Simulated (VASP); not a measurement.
OSZICAR of a VASP run on MoS2 (2H layered):

### OSZICAR
```
       N       E                     dE             d eps       ncg     rms          rms(c)
DAV:   1     0.461553483345E+03    0.46155E+03   -0.29764E+04  1384   0.160E+03
DAV:   2    -0.193434016366E+02   -0.48090E+03   -0.46913E+03  1512   0.406E+02
DAV:   3    -0.458392211210E+02   -0.26496E+02   -0.26314E+02  1620   0.819E+01
DAV:   4    -0.464424058286E+02   -0.60318E+00   -0.60227E+00  1489   0.122E+01
DAV:   5    -0.464613649768E+02   -0.18959E-01   -0.18954E-01  1630   0.186E+00    0.351E+01
DAV:   6    -0.443098425606E+02    0.21515E+01   -0.22566E+01  1385   0.252E+01    0.135E+01
DAV:   7    -0.438956406902E+02    0.41420E+00   -0.98174E+00  1404   0.159E+01    0.839E+00
DAV:   8    -0.435659038209E+02    0.32974E+00   -0.15815E+00  1614   0.690E+00    0.296E+00
DAV:   9    -0.435773064296E+02   -0.11403E-01   -0.14217E-01  1644   0.187E+00    0.137E+00
DAV:  10    -0.435690842291E+02    0.82222E-02   -0.67945E-02  1501   0.144E+00    0.356E-01
DAV:  11    -0.435690994745E+02   -0.15245E-04   -0.27791E-03  1535   0.294E-01    0.199E-01
DAV:  12    -0.435689976081E+02    0.10187E-03   -0.59327E-04  1580   0.127E-01    0.752E-02
DAV:  13    -0.435690058050E+02   -0.81969E-05   -0.14005E-04  1599   0.626E-02    0.109E-02
DAV:  14    -0.435690079854E+02   -0.21804E-05   -0.12658E-05  1473   0.201E-02    0.156E-02
DAV:  15    -0.435690084316E+02   -0.44624E-06   -0.17448E-06  1325   0.727E-03    0.511E-03
DAV:  16    -0.435690082344E+02    0.19722E-06   -0.12422E-06  1417   0.629E-03    0.118E-03
DAV:  17    -0.435690083361E+02   -0.10171E-06   -0.56390E-08   998   0.153E-03    0.655E-04
DAV:  18    -0.435690083100E+02    0.26100E-07   -0.65776E-09   956   0.541E-04
   1 F= -.46169217E+02 E0= -.46169217E+02  d E =-.461692E+02
       N       E                     dE             d eps       ncg     rms          rms(c)
DAV:   1    -0.435690810722E+02   -0.72736E-04   -0.28203E-03  1303   0.205E-01    0.546E-02
DAV:   2    -0.435690904120E+02   -0.93398E-05   -0.12636E-04  1518   0.503E-02    0.232E-02
DAV:   3    -0.435690898694E+02    0.54266E-06   -0.18756E-06  1361   0.763E-03    0.149E-02
DAV:   4    -0.435690894883E+02    0.38110E-06   -0.17232E-06  1367   0.671E-03    0.417E-03
DAV:   5    -0.435690894434E+02    0.44849E-07   -0.48257E-07  1266   0.396E-03
   2 F= -.46169266E+02 E0= -.46169266E+02  d E =-.487726E-04
```

Question: Which electronic solver shows in the log?

Answer: It is blocked Davidson (ALGO = Normal, or the opening steps of other solvers). The INCAR had ALGO = Normal.

Question: Can the final energy be trusted as converged?

Answer: The run converged. It stopped with EDIFF = 1E-7, NELM = 100, NSW = 30 and EDIFFG = -0.01 after 2 ionic steps (PBE GGA with D4 dispersion, plane waves, VASP's PBE PAW potentials (set 64)).

The compound is MoS2 in the 2H layered structure. This run relaxes it. Symmetry was kept, so distortions that lower it aren't found.
